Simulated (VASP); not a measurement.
These are PBEsol GGA, VASP's PBE PAW potentials (set 64) (plane waves; VASP 6.6.1) values and carry that method's errors.

Input for VASP

### INCAR
```
# general
SYSTEM  = CoSi2
PREC    = Accurate
ENCUT   = 480   # plane-wave cut-off (eV)
LREAL   = .FALSE.   # projection in real space or not
LASPH   = .TRUE.

# electronic loop
EDIFF   = 1E-6
NELM    = 100
ALGO    = Normal   # blocked Davidson
LMAXMIX = 4   # l cut-off of mixed one-centre charges

# smearing
ISMEAR  = 1   # Methfessel-Paxton
SIGMA   = 0.1

# functional
GGA     = PS   # PBEsol

# ions
IBRION  = 2   # conjugate gradients
NSW     = 60   # most ionic steps
ISIF    = 3
EDIFFG  = -0.02   # ionic stop

# output
LWAVE   = .FALSE.
LCHARG  = .FALSE.
```

### POSCAR
```
CoSi2
1
    0.0000000000     2.6565789322     2.6565789322
    2.6565789322    -0.0000000000     2.6565789322
    2.6565789322     2.6565789322     0.0000000000
Co Si
1 2
Direct
  0.0000000000   0.0000000000   0.0000000000
  0.2500000000   0.2500000000   0.2500000000
  0.7500000000   0.7500000000   0.7500000000
```

**KPOINTS**
```
Automatic mesh
0
Gamma
9 9 9
0 0 0
```

POTCAR, in this order: Co Si (PBE.64 set). Program: vasp_std.

Output

**OUTCAR**
```
 ion  position               nearest neighbor table
   1  0.000  0.000  0.000-   3 2.30   3 2.30   3 2.30   2 2.30   3 2.30   2 2.30   2 2.30   2 2.30
  LATTYP: Found a face centered cubic cell.
 ALAT       =     5.3131578644
 Subroutine PRICEL returns:
 Original cell was already a primitive cell.
 Subroutine GETGRP returns: Found 48 space group operations
The static configuration has the point symmetry O_h .
The dynamic configuration has the point symmetry O_h .
 Subroutine INISYM returns: Found 48 space group operations
 Subroutine IBZKPT returns following result:
 Found     35 irreducible k-points:

 Following reciprocal coordinates:
            Coordinates               Weight
  0.000000  0.000000  0.000000      1.000000
  0.111111  0.000000  0.000000      8.000000
  0.222222  0.000000  0.000000      8.000000
  0.333333  0.000000  0.000000      8.000000
  0.444444  0.000000  0.000000      8.000000
  0.111111  0.111111  0.000000      6.000000
  0.222222  0.111111  0.000000     24.000000
  0.333333  0.111111  0.000000     24.000000
  0.444444  0.111111  0.000000     24.000000
 -0.444444  0.111111  0.000000     24.000000
 -0.333333  0.111111  0.000000     24.000000
 -0.222222  0.111111  0.000000     24.000000
 -0.111111  0.111111  0.000000     12.000000
  0.222222  0.222222  0.000000      6.000000
  0.333333  0.222222  0.000000     24.000000
  0.444444  0.222222  0.000000     24.000000
 -0.444444  0.222222  0.000000     24.000000
 -0.333333  0.222222  0.000000     24.000000
 -0.222222  0.222222  0.000000     12.000000
  0.333333  0.333333  0.000000      6.000000
  0.444444  0.333333  0.000000     24.000000
 -0.444444  0.333333  0.000000     24.000000
 -0.333333  0.333333  0.000000     12.000000
  0.444444  0.444444  0.000000      6.000000
 -0.444444  0.444444  0.000000     12.000000
  0.333333  0.222222  0.111111     24.000000
  0.444444  0.222222  0.111111     48.000000
 -0.444444  0.222222  0.111111     48.000000
  0.444444  0.333333  0.111111     24.000000
 -0.444444  0.333333  0.111111     48.000000
 -0.333333  0.333333  0.111111     48.000000
 -0.222222  0.333333  0.111111     24.000000
 -0.444444  0.444444  0.111111     24.000000
 -0.333333  0.444444  0.111111     24.000000
 -0.333333  0.444444  0.222222     24.000000
   k-points           NKPTS =     35   k-points in BZ     NKDIM =     35   number of bands    NBANDS=     12
   number of dos      NEDOS =    301   number of ions     NIONS =      3
   total plane-waves  NPLWV =  21952
   dimension x,y,z NGX =    28 NGY =   28 NGZ =   28
   dimension x,y,z NGXF=    56 NGYF=   56 NGZF=   56
   ions per type =               1   2
   PREC   = accura    normal or accurate (medium, high low for compatibility)
   ISTART =      0    job   : 0-new  1-cont  2-samecut
   ICHARG =      2    charge: 1-file 2-atom 10-const
   ISPIN  =      1    spin polarized calculation?
   LNONCOLLINEAR =      F non collinear calculations
   LSORBIT =      F    spin-orbit coupling
   INIWAV =      1    electr: 0-lowe 1-rand  2-diag
   ENCUT  =  480.0 eV  35.28 Ry    5.94 a.u.   6.71  6.71  6.71*2*pi/ulx,y,z
   NELM   =    100;   NELMIN=  2; NELMDL= -5     # of ELM steps
   EDIFF  = 0.1E-05   stopping-criterion for ELM
   LREAL  =      F    real-space projection
   NLSPLINE    = F    spline interpolate recip. space projectors
   LMAXMIX     =    4 max onsite mixed and CHGCAR
   VOSKOWN=      0    Vosko Wilk Nusair interpolation
   EDIFFG = -.2E-01   stopping-criterion for IOM
   NSW    =     60    number of steps for IOM
   NBLOCK =      1;   KBLOCK =     60    inner block; outer block
   IBRION =      2    ionic relax: 0-MD 1-quasi-New 2-CG
   NFREE  =      1    steps in history (QN), initial steepest desc. (CG)
...
```

OSZICAR:
```
       N       E                     dE             d eps       ncg     rms          rms(c)
DAV:   1     0.676390075112E+02    0.67639E+02   -0.65976E+03   840   0.126E+03
DAV:   2    -0.184871875758E+02   -0.86126E+02   -0.81087E+02   856   0.256E+02
DAV:   3    -0.225077934846E+02   -0.40206E+01   -0.38617E+01  1108   0.624E+01
DAV:   4    -0.225998470759E+02   -0.92054E-01   -0.91896E-01  1024   0.896E+00
DAV:   5    -0.226024704232E+02   -0.26233E-02   -0.26230E-02  1120   0.149E+00    0.155E+01
DAV:   6    -0.261884601351E+02   -0.35860E+01   -0.43920E+01  1056   0.142E+02    0.178E+01
DAV:   7    -0.210053938649E+02    0.51831E+01   -0.18147E+01  1092   0.111E+02    0.370E+00
DAV:   8    -0.210155489451E+02   -0.10155E-01   -0.10990E+00   992   0.883E+00    0.189E+00
DAV:   9    -0.209769689426E+02    0.38580E-01   -0.10791E-01  1080   0.689E+00    0.444E-01
DAV:  10    -0.209763245993E+02    0.64434E-03   -0.60467E-03  1096   0.810E-01    0.648E-02
DAV:  11    -0.209763051434E+02    0.19456E-04   -0.26506E-04  1244   0.242E-01    0.454E-02
DAV:  12    -0.209763114421E+02   -0.62987E-05   -0.17540E-05   980   0.529E-02    0.216E-02
DAV:  13    -0.209763110077E+02    0.43443E-06   -0.22226E-06   876   0.129E-02
   1 F= -.20976311E+02 E0= -.20976054E+02  d E =-.209763E+02
```

OUTCAR:
```
------------------------ aborting loop because EDIFF is reached ----------------------------------------
  FORCE on cell =-STRESS in cart. coord.  units (eV):
  Direction    XX          YY          ZZ          XY          YZ          ZX
  --------------------------------------------------------------------------------------
  Total        0.0289467      0.0289467      0.0289467      0.0000000      0.0000000      0.0000000
  in kB        1.2368344      1.2368344      1.2368344      0.0000000      0.0000000      0.0000000
  external PRESSURE =       1.2368344 kB  Pullay stress =       0.0000000 kB
  volume of cell :       37.50
      direct lattice vectors                 reciprocal lattice vectors
     0.000000000  2.656578932  2.656578932    -0.188211987  0.188211987  0.188211987
     2.656578932  0.000000000  2.656578932     0.188211987 -0.188211987  0.188211987
     2.656578932  2.656578932  0.000000000     0.188211987  0.188211987 -0.188211987
 POSITION                                       TOTAL-FORCE (eV/Angst)
 -----------------------------------------------------------------------------------
      0.00000      0.00000      0.00000        -0.000000     -0.000000      0.000000
      1.32829      1.32829      1.32829        -0.000000      0.000000     -0.000000
      3.98487      3.98487      3.98487         0.000000      0.000000      0.000000
 -----------------------------------------------------------------------------------
    total drift:                               -0.000000     -0.000000      0.000000
  FREE ENERGIE OF THE ION-ELECTRON SYSTEM (eV)
  ---------------------------------------------------
  free  energy   TOTEN  =       -20.9763110077 eV

  energy  without entropy=      -20.9755384906  energy(sigma->0) =      -20.97605350

 reached required accuracy - stopping structural energy minimisation
```
(Selected blocks of OUTCAR.)

**OUTCAR**
```
 val. band max:       10.2727249851   @ k =  -0.2222   0.1111   0.0000

 cond. band min:      10.3123183248   @ k =   0.3333   0.1111   0.0000


 Fermi energy:        10.2736964313

 k-point     1 :       0.0000    0.0000    0.0000
  band No.  band energies     occupation
      1      -2.9827      2.00000
      2       6.1368      2.00000
      3       6.1368      2.00000
      4       6.1368      2.00000
      5       8.3444      2.00000
      6       8.3444      2.00000
      7      11.3541     -0.00000
      8      13.7584      0.00000
      9      13.7584      0.00000
     10      13.8524      0.00000
     11      13.8524      0.00000
     12      13.8524      0.00000

 k-point     2 :       0.1111    0.0000    0.0000
  band No.  band energies     occupation
      1      -2.7918      2.00000
      2       5.6987      2.00000
      3       6.2038      2.00000
      4       6.2038      2.00000
      5       8.2888      2.00000
      6       8.2888      2.00000
      7      11.2249     -0.00000
      8      12.1840     -0.00000
      9      12.7989      0.00000
     10      12.7989      0.00000
     11      14.8155      0.00000
     12      14.8155      0.00000

 k-point     3 :       0.2222    0.0000    0.0000
  band No.  band energies     occupation
      1      -2.2254      2.00000
      2       4.5782      2.00000
      3       6.3723      2.00000
      4       6.3723      2.00000
      5       8.2030      2.00000
      6       8.2030      2.00000
      7       9.7557      2.00000
      8      11.7999     -0.00000
      9      11.7999     -0.00000
     10      12.6215      0.00000
     11      14.4667      0.00000
     12      14.4668      0.00000

 k-point     4 :       0.3333    0.0000    0.0000
  band No.  band energies     occupation
      1      -1.3057      2.00000
      2       3.0780      2.00000
      3       6.5422      2.00000
      4       6.5422      2.00000
      5       8.2703      2.00000
      6       8.2703      2.00000
...
```

The compound is CoSi2 in the fluorite structure. It was relaxed first. The start is the result of an earlier pass. The run is not spin-polarised, so no magnetic state was tried. The electron count is odd and the run is not spin-polarised, which forces a metal.
